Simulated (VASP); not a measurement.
Given:

```xyz
3
Lattice="0.0000 3.5791 3.5791 3.5791 0.0000 3.5791 3.5791 3.5791 0.0000" Properties=species:S:1:pos:R:3 pbc="T T T"
Sr     0.0000     0.0000     0.0000
Cl     1.7895     1.7895     1.7895
Cl     5.3686     5.3686     5.3686
```

These are TPSS meta-GGA, VASP's PBE PAW potentials (set 64) (plane waves; VASP) values and carry that method's errors. Run with 520 eV cut-off, 6×6×6 Γ-centred mesh, Gaussian smearing of 0.050 eV, potentials Sr_sv Cl.

Question: Give the stress tensor in GPa (positive for a compressed cell).

Answer: 
```
-1.65   0.00   0.00
 0.00  -1.65   0.00
 0.00   0.00  -1.65
```
The pressure is its mean diagonal, -1.65 GPa.

The compound is SrCl2 in the fluorite structure. This cell is one point of a volume scan, at 1.06 of the reference volume.
